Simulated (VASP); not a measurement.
The system is B2SbN.

```xyz
4
Lattice="3.1936 0.0000 0.0000 -1.5968 2.7657 0.0000 0.0000 0.0000 5.8804" Properties=species:S:1:pos:R:3 pbc="T T T"
B     0.0000    1.8438    0.0000
B     1.5968    0.9219    0.0000
Sb    0.0000    0.0000    2.9402
N     0.0000    0.0000    0.0000
```

The cell comes from a database or a generator and needn't be the stable form of this composition.

- Program: VASP 6.6.1
- Task: relaxation of cell and atoms
- Functional: PBE
- Dispersion: D3(BJ)
- Potentials or basis: VASP PAW PBE potentials, release 64 (B, Sb, N)
- Cutoff: 600 eV
- k mesh: 15 × 15 × 8
- Occupations: gaussian, width 0.1 eV
- Spin: no spin polarisation

At the start: pressure -0.5 GPa; volume 12.98 Å³/atom.

Where does the relaxation end?

Over 23 steps the energy falls by 7.3 meV/atom and the volume is 13.93 Å³/atom (+7.3 %); space group P6/mmm (No. 191, to 0.05 Å).

The path:
```tsv
step	energy change (eV)	largest force (eV/Å)	pressure (GPa)	volume (Å³)
1	0.0000	0.0000	-0.46	51.94
2	-0.0008	0.0000	0.45	51.66
3	-0.0008	0.0000	0.32	51.70
4	-0.0016	0.0000	0.42	51.78
5	-0.0044	0.0000	0.74	52.04
6	-0.0117	0.0000	1.40	52.54
7	-0.0127	0.0000	3.12	53.49
8	-0.0157	0.0000	2.37	53.08
9	-0.0158	0.0000	2.37	53.10
10	-0.0160	0.0000	2.38	53.15
11	-0.0165	0.0000	2.40	53.25
12	-0.0173	0.0000	2.45	53.45
13	-0.0180	0.0000	2.54	53.85
14	-0.0192	0.0000	2.39	53.95
15	-0.0224	0.0000	1.95	54.24
16	-0.0269	0.0000	1.11	54.81
17	-0.0286	0.0000	-0.56	55.98
18	-0.0291	0.0000	-0.06	55.61
19	-0.0291	0.0000	-0.02	55.58
20	-0.0291	0.0000	0.00	55.58
21	-0.0291	0.0000	0.00	55.60
22	-0.0292	0.0000	0.01	55.64
23	-0.0292	0.0000	0.03	55.72
```

Final structure:
```
B Sb N
1.0
     3.16180    0.00000    0.00000
    -1.58090    2.73820    0.00000
     0.00000    0.00000    6.43539
B Sb N
2 1 1
Cartesian
  0.0000 1.8255 0.0000
  1.5809 0.9127 0.0000
  3.1618 0.0000 3.2177
  3.1618 0.0000 0.0000
```
